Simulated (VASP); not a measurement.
The system is PBr.

```
Br P
1.0
     4.93856    0.00000    0.00000
    -2.06239    5.19450    0.00000
    -0.69678   -0.65377    6.23326
Br P
2 2
Direct
  0.66580 0.85501 0.24276
  0.33420 0.14499 0.75724
  0.64072 0.49976 0.63187
  0.35928 0.50024 0.36813
```

The cell comes from a database or a generator and needn't be the stable form of this composition.

| Item | Value |
| --- | --- |
| Program | VASP 6.6.1 |
| Task | single point |
| Functional | PBE |
| Potentials or basis | VASP PAW PBE potentials, release 64 (Br, P) |
| Cutoff | 520 eV |
| k mesh | 6 × 5 × 5 |
| Occupations | fermi-dirac, width 0.05 eV |
| Spin | no spin polarisation |

On this cell: pressure 0.1 GPa; largest force 0.096 eV/Å; band gap on the k mesh 1.48 eV, direct.

The same run follows on a disturbed copy (atoms moved at random, drawn with an rms of 0.05 Å):

```
Br P
1.0
     4.93856    0.00000    0.00000
    -2.06239    5.19450    0.00000
    -0.69678   -0.65377    6.23326
Br P
2 2
Direct
  0.65833 0.85307 0.24109
  0.33093 0.14369 0.75897
  0.63976 0.49819 0.63287
  0.35941 0.49715 0.37374
```

What changes?

The energy moves by +2.1 meV/atom; pressure 0.3 GPa; largest force 0.598 eV/Å; band gap on the k mesh 1.58 eV, direct.

Forces in eV/Å, atoms in the order of the input:
```
Br  -0.023 -0.208  0.061
Br   0.023  0.127 -0.006
P    0.326 -0.078  0.421
P   -0.326  0.158 -0.476
```

Stress tensor (GPa, compression positive):
```
 0.43 -0.19  0.68
-0.19 -0.17  0.21
 0.68  0.21  0.69
```

Caveats: an odd mesh through Γ misses points on the zone boundary, where band edges often lie.
